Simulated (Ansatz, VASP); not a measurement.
# Two plane-wave programs on Sc4Be

```xyz
5
Lattice="4.4561 0.0000 0.0000 0.0000 4.4561 0.0000 0.0000 0.0000 4.4561" Properties=species:S:1:pos:R:3 pbc="T T T"
Sc    1.1140    1.1140    1.1140
Sc    3.3421    3.3421    1.1140
Sc    1.1140    3.3421    3.3421
Sc    3.3421    1.1140    3.3421
Be    0.0000    0.0000    0.0000
```

Change from the starting cell: species swapped into the SnI4 type (P-43m, No. 215).

Alike in both runs: task single point; functional PBE; k mesh 4 × 4 × 4; occupations gaussian, width 0.1 eV; no spin polarisation.

```csv
,VASP,Ansatz
version,VASP 6.6.1,Ansatz 0.2.0
potentials or method,"VASP PAW PBE potentials, release 64 (Sc_sv, Be)","scalar-relativistic, plane waves, PAW"
plane-wave cutoff (eV),520,420
valence electrons in the cell,46,46
```

|  | VASP | Ansatz | Ansatz less VASP |
| --- | --- | --- | --- |
| gap on the k mesh at the Fermi level (eV) | none | none | - |
| rms of the force components (eV/Å) | 2.748 | 2.720 | -0.0280 |

A gap of «none» marks a metal or a gap that the smearing closes.
